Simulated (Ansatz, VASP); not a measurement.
# Cross-check of HfO2 between VASP and Ansatz

Wanted: the spread between two codes on one cell, functional and k mesh. The cell is taken from a series of runs on this material, whose earlier steps may have relaxed, scaled, displaced or heated it; both programs get it as it stands.

Main program and level: Ansatz 0.2.0; plane waves, with VASP 6.6.1 beside it; zone-centre phonons at LDA.

## (1) Set-up

Symmetry: P2_1/c, No. 14, monoclinic system. The conventional cell has a = 5.090 Å, b = 5.150 Å, c = 5.271 Å, α = 90.00°, β = 99.84°, γ = 90.00°. Nearest to O lie 4 Hf at 2.13 to 2.23 Å. Nearest to O lie 3 Hf at 2.03 to 2.12 Å. Nearest to Hf lie 7 O at 2.03 to 2.23 Å. Farther neighbours and most contacts between anions are not listed.

## (2) VASP: zone-centre phonons, LDA

Second derivatives magnify differences that forces hide, and they need a tight electronic threshold.

Lines of VASP's logs that name or quote its potential files are left out, and so is its time.

INCAR

```
SYSTEM = HfO2
PREC = Accurate
ENCUT = 600
EDIFF = 1E-08
NELM = 120
ISMEAR = 0
SIGMA = 0.01
LREAL = .FALSE.
ALGO = Normal
GGA = PW92
NBANDS = 56
LASPH = .TRUE.
LORBIT = 11
LWAVE = .FALSE.
LCHARG = .FALSE.
ISIF = 2
IBRION = 8
LEPSILON = .TRUE.
GGA_COMPAT = .FALSE.
EFERMI = MIDGAP
KPAR = 2
```

POSCAR

```
HfO2
1.0
    5.0900827229      0.0000000000     -0.0231817735
    0.0000000000      5.1496878031      0.0000000000
   -0.8775839889      0.0000000000      5.1977085491
O Hf
8 4
Direct
    0.4485840016      0.7574439162      0.4788542470
    0.5514159984      0.2574439162      0.0211457530
    0.5514159984      0.2425560838      0.5211457530
    0.4485840016      0.7425560838      0.9788542470
    0.0681392766      0.3317184702      0.3457866593
    0.9318607234      0.8317184702      0.1542133407
    0.9318607234      0.6682815298      0.6542133407
    0.0681392766      0.1682815298      0.8457866593
    0.2769499813      0.0433942670      0.2083026636
    0.7230500187      0.5433942670      0.2916973364
    0.7230500187      0.9566057330      0.7916973364
    0.2769499813      0.4566057330      0.7083026636
```

KPOINTS

```
Automatic mesh
0
Gamma
4 4 4
0 0 0
```

Potentials, in the order of the species: O and Hf_pv (LDA family, release 64).

Launch:

```bash
mpirun -np 2 vasp_std
```

Numbers of over 12 decimals in the logs are rounded to 6 here.

The log of the run:

```text
[banner, memory and clock lines left out]
running    2 mpi-ranks, on    1 nodes
 distrk:  each k-point on    1 cores,    2 groups
 distr:  one band on    1 cores,    1 groups

 POSCAR found type information on POSCAR O Hf
 POSCAR found :  2 types and      12 ions
|                                                                             |
|               ----> ADVICE to this user running VASP <----                  |
|                                                                             |
|     You enforced a specific xc type in the INCAR file but a different       |
|     [... a line on the potential file left out ...]
|     I HOPE YOU KNOW WHAT YOU ARE DOING!                                     |
|                                                                             |

 LDA part: xc-table for (Slater(with rela. corr.)+PW92), standard interpolation
 POSCAR, INCAR and KPOINTS ok, starting setup
 FFT: planning ... GRIDC
 FFT: planning ... GRID_SOFT
 FFT: planning ... GRID
 WAVECAR not read
 entering main loop
       N       E                     dE             d eps       ncg     rms          rms(c)
DAV:   1     0.593086057277E+03    0.59309E+03   -0.54721E+04  3360   0.176E+03
DAV:   2    -0.117154313276E+03   -0.71024E+03   -0.68966E+03  4192   0.431E+02
DAV:   3    -0.153650995639E+03   -0.36497E+02   -0.36335E+02  3928   0.870E+01
DAV:   4    -0.154148220624E+03   -0.49722E+00   -0.49623E+00  4208   0.110E+01
DAV:   5    -0.154155589826E+03   -0.73692E-02   -0.73664E-02  3992   0.127E+00    0.115E+02
DAV:   6    -0.133696318602E+03    0.20459E+02   -0.10877E+02  3776   0.414E+01    0.958E+01
DAV:   7    -0.133128446473E+03    0.56787E+00   -0.59754E+00  4104   0.118E+01    0.531E+01
DAV:   8    -0.133015248878E+03    0.11320E+00   -0.44222E-01  3888   0.358E+00    0.990E+00
DAV:   9    -0.132980988235E+03    0.34261E-01   -0.14428E-01  3832   0.198E+00    0.427E+00
DAV:  10    -0.132978602326E+03    0.23859E-02   -0.13616E-02  4168   0.557E-01    0.579E-01
DAV:  11    -0.132978590040E+03    0.12285E-04   -0.15881E-03  4064   0.217E-01    0.346E-01
DAV:  12    -0.132978632255E+03   -0.42215E-04   -0.43796E-04  3896   0.991E-02    0.250E-01
DAV:  13    -0.132978602995E+03    0.29261E-04   -0.15319E-04  3856   0.529E-02    0.284E-02
DAV:  14    -0.132978602578E+03    0.41680E-06   -0.15571E-05  4208   0.198E-02    0.405E-02
DAV:  15    -0.132978602683E+03   -0.10451E-06   -0.18299E-06  4000   0.610E-03    0.594E-03
DAV:  16    -0.132978602678E+03    0.41155E-08   -0.77412E-08  3912   0.130E-03
   1 F= -.13297860E+03 E0= -.13297860E+03  d E =0.000000E+00
 Linear response reoptimize wavefunctions to high precision
DAV:   1    -0.132978602663E+03    0.14926E-07   -0.12089E-07  3376   0.171E-03
DAV:   2    -0.132978602665E+03   -0.11823E-08   -0.12782E-08  2880   0.532E-04
DAV:   3    -0.132978602665E+03   -0.13279E-09   -0.48235E-10  2400   0.907E-05
 Linear response G [H, r] |phi>, progress :
  Direction:   1
       N       E                     dE             d eps       ncg     rms
RMM:   1    -0.368996107198E+03   -0.36900E+03    0.29540E+03  4842   0.235E+02
RMM:   2    -0.354165811845E+03    0.14830E+02   -0.15239E+02  5417   0.421E+01
RMM:   3    -0.355820662025E+03   -0.16549E+01   -0.11094E+01  6564   0.773E+00
RMM:   4    -0.355881348031E+03   -0.60686E-01   -0.74982E-01  7123   0.170E+00
RMM:   5    -0.355879605421E+03    0.17426E-02   -0.44665E-02  6687   0.403E-01
RMM:   6    -0.355880026124E+03   -0.42070E-03   -0.47312E-03  7095   0.108E-01
RMM:   7    -0.355880055191E+03   -0.29067E-04   -0.35635E-04  6974   0.321E-02
RMM:   8    -0.355880051386E+03    0.38047E-05    0.19864E-04  7062   0.139E-02
RMM:   9    -0.355880038404E+03    0.12982E-04    0.62313E-05  6915   0.104E-02
RMM:  10    -0.355880041624E+03   -0.32203E-05    0.27167E-04  6825   0.956E-03
RMM:  11    -0.355880039756E+03    0.18679E-05   -0.30719E-04  6810   0.938E-03
RMM:  12    -0.355880052474E+03   -0.12717E-04    0.11832E-04  6693   0.933E-03
RMM:  13    -0.355880042472E+03    0.10002E-04   -0.11100E-04  6721   0.928E-03
 Linear response G [H, r] |phi>, progress :
  Direction:   2
       N       E                     dE             d eps       ncg     rms
RMM:   1    -0.365793145976E+03   -0.36579E+03    0.30060E+03  4792   0.235E+02
RMM:   2    -0.354075042352E+03    0.11718E+02   -0.15729E+02  5400   0.420E+01
RMM:   3    -0.355881948534E+03   -0.18069E+01   -0.11365E+01  6568   0.779E+00
RMM:   4    -0.355946999114E+03   -0.65051E-01   -0.85412E-01  7188   0.172E+00
RMM:   5    -0.355943784325E+03    0.32148E-02   -0.42080E-02  6692   0.394E-01
RMM:   6    -0.355944179580E+03   -0.39525E-03   -0.59435E-03  7105   0.106E-01
RMM:   7    -0.355944222495E+03   -0.42916E-04   -0.18757E-03  6976   0.329E-02
RMM:   8    -0.355944208932E+03    0.13564E-04   -0.21803E-03  7061   0.144E-02
[...]
force on displaced ion       5 direction 2 :   8.318 -13.734  -4.041
 Born effective charge ion    5 direction 2 :   1.057  -2.572  -0.677
 Linear response progress:
  Degree of freedom:   6/  9
       N       E                     dE             d eps       ncg     rms          rms(c)
RMM:   1    -0.370174766287E+00   -0.37017E+00    0.27075E-01  9079   0.219E+00
RMM:   2    -0.364683020583E+00    0.54917E-02   -0.11950E-02  6362   0.373E-01    0.957E-01
[...]
RMM:   8    -0.236696951370E+00   -0.23999E-05   -0.19775E-06  8260   0.192E-03    0.516E-03
RMM:   9    -0.236699524384E+00   -0.25730E-05   -0.11668E-06  7490   0.125E-03    0.228E-03
RMM:  10    -0.236699518875E+00    0.55090E-08   -0.16149E-06  8968   0.416E-04    0.383E-04
RMM:  11    -0.236699497400E+00    0.21474E-07   -0.11420E-06  9125   0.215E-04    0.819E-05
RMM:  12    -0.236699470298E+00    0.27102E-07   -0.30836E-07  8677   0.167E-04    0.491E-05
RMM:  13    -0.236699478656E+00   -0.83580E-08   -0.61607E-07  9269   0.149E-04    0.288E-05
RMM:  14    -0.236699484793E+00   -0.61373E-08   -0.42817E-07  8851   0.141E-04    0.102E-05
RMM:  15    -0.236699477800E+00    0.69938E-08   -0.65814E-07  9070   0.137E-04    0.876E-06
RMM:  16    -0.236699472667E+00    0.51330E-08   -0.24319E-07  9169   0.135E-04    0.207E-06
RMM:  17    -0.236699470119E+00    0.25471E-08   -0.48629E-07  9059   0.135E-04    0.105E-06
RMM:  18    -0.236699472798E+00   -0.26784E-08   -0.15866E-07  8890   0.135E-04    0.442E-07
RMM:  19    -0.236699465138E+00    0.76597E-08   -0.39817E-07  8846   0.134E-04    0.400E-07
RMM:  20    -0.236699474142E+00   -0.90038E-08   -0.10027E-07  8838   0.134E-04    0.254E-07
RMM:  21    -0.236699463611E+00    0.10531E-07   -0.39775E-07  8895   0.134E-04    0.247E-07
RMM:  22    -0.236699475704E+00   -0.12093E-07   -0.94590E-08  8945   0.134E-04    0.260E-07
RMM:  23    -0.236699461912E+00    0.13792E-07   -0.34764E-07  9009   0.134E-04    0.225E-07
 first order change of Fermi-energy   0.39908E+00
 force on displaced ion       9 direction 1 : -20.704  -0.147  -0.246
 Born effective charge ion    9 direction 1 :   5.315  -0.157   0.228
 Linear response progress:
  Degree of freedom:   8/  9
       N       E                     dE             d eps       ncg     rms          rms(c)
RMM:   1    -0.247931142881E+00   -0.24793E+00    0.25133E+00  4787   0.620E+00
RMM:   2    -0.238227520460E+00    0.97036E-02   -0.41961E-02  6059   0.809E-01    0.964E-01
RMM:   3    -0.237386394153E+00    0.84113E-03   -0.20437E-03  7362   0.141E-01    0.575E-01
RMM:   4    -0.236546025042E+00    0.84037E-03   -0.57810E-04  7768   0.893E-02    0.205E-01
RMM:   5    -0.236329685512E+00    0.21634E-03   -0.16899E-04  9032   0.306E-02    0.454E-02
RMM:   6    -0.236363030800E+00   -0.33345E-04    0.35727E-06  7532   0.120E-02    0.333E-02
RMM:   7    -0.236377127678E+00   -0.14097E-04   -0.38566E-06  8795   0.376E-03    0.292E-02
RMM:   8    -0.236379721266E+00   -0.25936E-05   -0.17803E-05  8327   0.240E-03    0.311E-03
RMM:   9    -0.236382314201E+00   -0.25929E-05   -0.32089E-06  7351   0.143E-03    0.154E-03
RMM:  10    -0.236382391301E+00   -0.77101E-07   -0.21852E-06  8933   0.477E-04    0.215E-04
RMM:  11    -0.236382280877E+00    0.11042E-06   -0.29461E-08  8663   0.242E-04    0.138E-04
RMM:  12    -0.236382238260E+00    0.42616E-07   -0.19952E-07  9031   0.189E-04    0.130E-04
RMM:  13    -0.236382280419E+00   -0.42159E-07    0.26919E-07  9069   0.170E-04    0.257E-05
RMM:  14    -0.236382214350E+00    0.66069E-07    0.97702E-08  8926   0.164E-04    0.756E-06
[...]
RMM:  21    -0.236382238620E+00    0.16744E-07    0.76526E-07  9002   0.158E-04    0.703E-07
RMM:  22    -0.236382251410E+00   -0.12790E-07   -0.31366E-07  9085   0.158E-04    0.434E-07
RMM:  23    -0.236382230285E+00    0.21125E-07    0.84293E-07  9141   0.158E-04    0.668E-07
RMM:  24    -0.236382238940E+00   -0.86544E-08   -0.26456E-07  9210   0.158E-04    0.356E-07
RMM:  25    -0.236382230039E+00    0.89013E-08    0.87992E-07  9253   0.158E-04    0.521E-07
RMM:  26    -0.236382232074E+00   -0.20355E-08   -0.15238E-07  9330   0.158E-04    0.314E-07
RMM:  27    -0.236382220484E+00    0.11590E-07    0.97689E-07  9377   0.158E-04    0.510E-07
RMM:  28    -0.236382230203E+00   -0.97194E-08   -0.28916E-08  9434   0.158E-04    0.325E-07
 first order change of Fermi-energy  -0.19983E+00
 force on displaced ion       9 direction 2 :  -0.147 -21.997   0.439
 Born effective charge ion    9 direction 2 :  -0.355   5.272   0.341
 Linear response progress:
  Degree of freedom:   9/  9
       N       E                     dE             d eps       ncg     rms          rms(c)
RMM:   1    -0.249451976626E+00   -0.24945E+00    0.24187E+00  4825   0.612E+00
RMM:   2    -0.239268769005E+00    0.10183E-01   -0.41484E-02  6050   0.801E-01    0.967E-01
RMM:   3    -0.238627288203E+00    0.64148E-03   -0.19914E-03  7295   0.132E-01    0.574E-01
RMM:   4    -0.237863547718E+00    0.76374E-03   -0.53460E-04  8022   0.775E-02    0.190E-01
RMM:   5    -0.237679885484E+00    0.18366E-03   -0.17999E-04  9053   0.245E-02    0.388E-02
RMM:   6    -0.237703190961E+00   -0.23305E-04   -0.21243E-05  7629   0.983E-03    0.294E-02
RMM:   7    -0.237711465150E+00   -0.82742E-05    0.30108E-06  8713   0.329E-03    0.238E-02
RMM:   8    -0.237709792081E+00    0.16731E-05    0.13708E-05  8566   0.160E-03    0.558E-03
RMM:   9    -0.237713059165E+00   -0.32671E-05   -0.85603E-07  7839   0.774E-04    0.293E-04
RMM:  10    -0.237712496544E+00    0.56262E-06    0.88579E-06  9100   0.331E-04    0.525E-04
RMM:  11    -0.237712358287E+00    0.13826E-06    0.79684E-06  9049   0.216E-04    0.263E-04
RMM:  12    -0.237712443206E+00   -0.84920E-07    0.67926E-06  9274   0.180E-04    0.155E-04
RMM:  13    -0.237712362564E+00    0.80642E-07    0.56664E-06  9035   0.167E-04    0.182E-05
RMM:  14    -0.237712320523E+00    0.42041E-07    0.81412E-06  9289   0.160E-04    0.818E-06
[...]
RMM:  18    -0.237712389296E+00    0.34087E-07    0.75515E-06  9090   0.154E-04    0.921E-07
RMM:  19    -0.237712430587E+00   -0.41291E-07    0.54157E-06  9012   0.154E-04    0.553E-07
RMM:  20    -0.237712407211E+00    0.23375E-07    0.73974E-06  9033   0.154E-04    0.609E-07
RMM:  21    -0.237712459392E+00   -0.52181E-07    0.51363E-06  9086   0.154E-04    0.463E-07
RMM:  22    -0.237712402840E+00    0.56552E-07    0.73519E-06  9161   0.154E-04    0.406E-07
RMM:  23    -0.237712437191E+00   -0.34351E-07    0.53697E-06  9186   0.154E-04    0.332E-07
RMM:  24    -0.237712414029E+00    0.23162E-07    0.74193E-06  9263   0.154E-04    0.375E-07
RMM:  25    -0.237712451460E+00   -0.37431E-07    0.51854E-06  9302   0.154E-04    0.391E-07
 first order change of Fermi-energy   0.20363E+00
 force on displaced ion       9 direction 3 :  -0.243   0.435 -21.255
 Born effective charge ion    9 direction 3 :   0.213   0.179   4.794
 Born effective charges drift removed
 Linear response finished
```

(Part 1 of 3 ends here.)

[Lines on the potential files, build, host, timing and source positions are cut from VASP's logs without a mark.]

[Logs are printed without paths, hosts, clocks, repeated set-up lines and the standing remarks that a program may print on its own settings, such as how far it seeks lower states.]

[Hosts, paths, dates, database ids (printed as entryN), source tags and the programs' standing remarks are cut or masked in the printed files.]
